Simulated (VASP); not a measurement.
Mg₂Si (antifluorite), at 0.96 of the tabulated volume:

```xyz
3
Lattice="0.0000 3.1321 3.1321 3.1321 0.0000 3.1321 3.1321 3.1321 0.0000" Properties=species:S:1:pos:R:3 pbc="T T T"
Mg     1.5660     1.5660     1.5660
Mg     4.6981     4.6981     4.6981
Si     0.0000     0.0000     0.0000
```

The lowest empty band near X, direction across the valley's axis, from mBJ (TB09) with spin-orbit coupling in VASP (PAW); its two spin partners are averaged. The gap over the points computed is 0.54 eV, and the next band on that side lies 0.29 eV away at the edge.

Numerical set-up: 400 eV cut-off, 7×7×7 Γ-centred mesh, Gaussian smearing of 0.050 eV, potentials Mg Si.

| distance from the edge in k (1/Å) | distance in energy (meV) |
|---|---|
| 0.018 | 6.0 |
| 0.025 | 11.5 |
| 0.035 | 22.4 |
| 0.050 | 45.5 |

Q: Fit E(1 + αE) = ħ²k²/2m* (ħ²/2m0 = 3.810 eV Å²) and predict the row at 0.070 1/Å.

A: The rows don't resolve α, so a parabola serves: the electron mass is m* = 0.209 m0, and so 89.3 meV. The run gave 88.2 meV, -1.1 meV from the fit.

Left out are points under 3 meV from the edge, since the levels carry 0.1 meV, and points farther than half the way to the next band.

The compound is Mg2Si in the antifluorite structure. The cell was not relaxed at this level.
